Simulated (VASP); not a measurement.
Given:

```xyz
6
Lattice="1.5540 -2.6915 0.0000 1.5540 2.6915 0.0000 0.0000 0.0000 11.7027" Properties=species:S:1:pos:R:3 pbc="T T T"
W      1.5540     0.8972     2.9257
W      1.5540    -0.8972     8.7770
S      1.5540     0.8972    10.3511
S      1.5540    -0.8972     4.4998
S      1.5540    -0.8972     1.3516
S      1.5540     0.8972     7.2029
```

Calculation: PBEsol GGA, VASP's PBE PAW potentials (set 64) (plane waves; VASP). Settings: 500 eV cut-off, 8×8×2 Γ-centred mesh, Gaussian smearing of 0.050 eV, potentials W_sv S.

Energy and stress use the plane-wave basis of the starting cell. Without a dispersion term in the relaxation, distances and binding between the weakly bound layers, chains or molecules are unreliable, and so is what depends on them.

**Question.** The ions, cell shape and volume at an external pressure of 10.0 GPa are relaxed. Give the cell that the relaxation ends in.

**Answer.** 
```xyz
6
Lattice="1.5378 -2.6635 0.0000 1.5378 2.6635 0.0000 0.0000 0.0000 11.4068" Properties=species:S:1:pos:R:3 pbc="T T T"
W      1.5378     0.8878     2.8517
W      1.5378    -0.8878     8.5551
S      1.5378     0.8878    10.1336
S      1.5378    -0.8878     4.4302
S      1.5378    -0.8878     1.2732
S      1.5378     0.8878     6.9766
```
Space group P6_3/mmc (194), at a tolerance of 0.03 Å.

**Question.** How do energy and volume change from the first to the last step?

**Answer.** The energy (σ→0) changes by +34.6 meV/atom and the volume by -4.5 %, in 9 ionic steps.

| step | E(σ→0) (eV) | max force (eV/Å) | pressure (GPa) | volume (Å³) |
|---|---|---|---|---|
| 1 | -50.4156 | 0.013 | 5.11 | 97.89 |
| 2 | -49.8450 | 1.457 | 22.44 | 91.01 |
| 3 | -50.3147 | 0.407 | 9.89 | 95.73 |
| 4 | -50.2760 | 0.168 | 9.90 | 94.80 |
| 5 | -50.2474 | 0.040 | 9.92 | 94.29 |
| 6 | -50.2175 | 0.034 | 10.27 | 93.63 |
| 7 | -50.1973 | 0.027 | 10.48 | 93.27 |
| 8 | -50.2342 | 0.123 | 8.73 | 93.89 |
| 9 | -50.2080 | 0.014 | 10.00 | 93.44 |

The compound is WS2 in the 2H layered structure. This run relaxes it under an external pressure of 10 GPa. Symmetry was kept, so distortions that lower it aren't found.
